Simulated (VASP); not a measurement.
Output of a VASP run:

**OSZICAR**
```
       N       E                     dE             d eps       ncg     rms          rms(c)
DAV:   1     0.440449331189E+03    0.44045E+03   -0.20343E+04   480   0.169E+03
DAV:   2    -0.147107769678E+02   -0.45516E+03   -0.44629E+03   616   0.465E+02
DAV:   3    -0.492156838995E+02   -0.34505E+02   -0.34465E+02   568   0.140E+02
DAV:   4    -0.510622813496E+02   -0.18466E+01   -0.18459E+01   720   0.284E+01
DAV:   5    -0.510993143121E+02   -0.37033E-01   -0.37030E-01   616   0.365E+00    0.229E+01
DAV:   6    -0.401667567942E+02    0.10933E+02   -0.76245E+01   752   0.756E+01    0.101E+01
DAV:   7    -0.401670565648E+02   -0.29977E-03   -0.12468E+01   664   0.253E+01    0.627E+00
DAV:   8    -0.399694114252E+02    0.19765E+00   -0.10107E+00   624   0.951E+00    0.279E+00
DAV:   9    -0.399965896078E+02   -0.27178E-01   -0.26034E-01   632   0.393E+00    0.119E+00
DAV:  10    -0.399841746874E+02    0.12415E-01   -0.82920E-02   608   0.300E+00    0.405E-01
DAV:  11    -0.399830869750E+02    0.10877E-02   -0.72499E-03   680   0.699E-01    0.561E-02
DAV:  12    -0.399830669388E+02    0.20036E-04   -0.53818E-04   592   0.226E-01    0.288E-02
DAV:  13    -0.399830602600E+02    0.66788E-05   -0.11405E-04   680   0.965E-02    0.168E-02
DAV:  14    -0.399830605673E+02   -0.30728E-06   -0.12100E-05   592   0.342E-02    0.363E-03
DAV:  15    -0.399830604267E+02    0.14060E-06   -0.79265E-07   328   0.887E-03
   1 F= -.39983060E+02 E0= -.39983060E+02  d E =-.399831E+02
```

### OUTCAR
```
------------------------ aborting loop because EDIFF is reached ----------------------------------------
  FORCE on cell =-STRESS in cart. coord.  units (eV):
  Direction    XX          YY          ZZ          XY          YZ          ZX
  --------------------------------------------------------------------------------------
  Total       -0.0533967     -0.0533967     -0.0533967     -0.0000000      0.0000000     -0.0000000
  in kB       -1.3035155     -1.3035155     -1.3035155     -0.0000000      0.0000000     -0.0000000
  external PRESSURE =      -1.3035155 kB  Pullay stress =       0.0000000 kB
  volume of cell :       65.63
      direct lattice vectors                 reciprocal lattice vectors
     4.033693998  0.000000000  0.000000000     0.247911716  0.000000000  0.000000000
     0.000000000  4.033693998  0.000000000     0.000000000  0.247911716  0.000000000
     0.000000000  0.000000000  4.033693998     0.000000000  0.000000000  0.247911716
 POSITION                                       TOTAL-FORCE (eV/Angst)
 -----------------------------------------------------------------------------------
      2.01685      2.01685      2.01685         0.000000      0.000000      0.000000
      0.00000      0.00000      0.00000         0.000000      0.000000      0.000000
      2.01685      0.00000      0.00000         0.000000      0.000000      0.000000
      0.00000      2.01685      0.00000         0.000000      0.000000      0.000000
      0.00000      0.00000      2.01685         0.000000      0.000000      0.000000
 -----------------------------------------------------------------------------------
    total drift:                                0.000000     -0.000000      0.000000
  FREE ENERGIE OF THE ION-ELECTRON SYSTEM (eV)
  ---------------------------------------------------
  free  energy   TOTEN  =       -39.9830604267 eV

  energy  without entropy=      -39.9830604267  energy(sigma->0) =      -39.98306043

 reached required accuracy - stopping structural energy minimisation
```
(Selected blocks of OUTCAR.)

### POSCAR
```
BaTiO3
1
    4.0336939975     0.0000000000     0.0000000000
    0.0000000000     4.0336939975     0.0000000000
    0.0000000000     0.0000000000     4.0336939975
Ba Ti O
1 1 3
Direct
  0.5000000000   0.5000000000   0.5000000000
  0.0000000000   0.0000000000   0.0000000000
  0.5000000000   0.0000000000   0.0000000000
  0.0000000000   0.5000000000   0.0000000000
  0.0000000000   0.0000000000   0.5000000000
```

**Question.** Reconstruct the remaining input files.

**Answer.** This is not unique; one that fits is the input of the run itself, PBE GGA, plane waves, VASP's PBE PAW potentials (set 64).

**INCAR**
```
! general
SYSTEM  = BaTiO3
PREC    = Accurate
ENCUT   = 500   ! plane-wave cut-off (eV)
LREAL   = .False.
LASPH   = .True.

! electronic loop
EDIFF   = 1E-6   ! SCF stop (eV)
NELM    = 100
ALGO    = Normal
LMAXMIX = 4   ! l cut-off of mixed one-centre charges

! smearing
ISMEAR  = 0
SIGMA   = 0.05   ! width (eV)

! functional
GGA     = PE

! ions
IBRION  = 2
NSW     = 60
ISIF    = 3   ! ions, shape and volume
EDIFFG  = -0.02

! output
LWAVE   = .False.
LCHARG  = .False.
```

### KPOINTS
```
Automatic mesh
0
Gamma
5 5 5
0 0 0
```

POTCAR, in this order: Ba_sv Ti_sv O (PBE.64 set). Program: vasp_std.

The structure comes from a computed database's BaTiO3 entry (Pm-3m); how it stands against other phases isn't given here. It was relaxed first. The start is the result of an earlier pass.
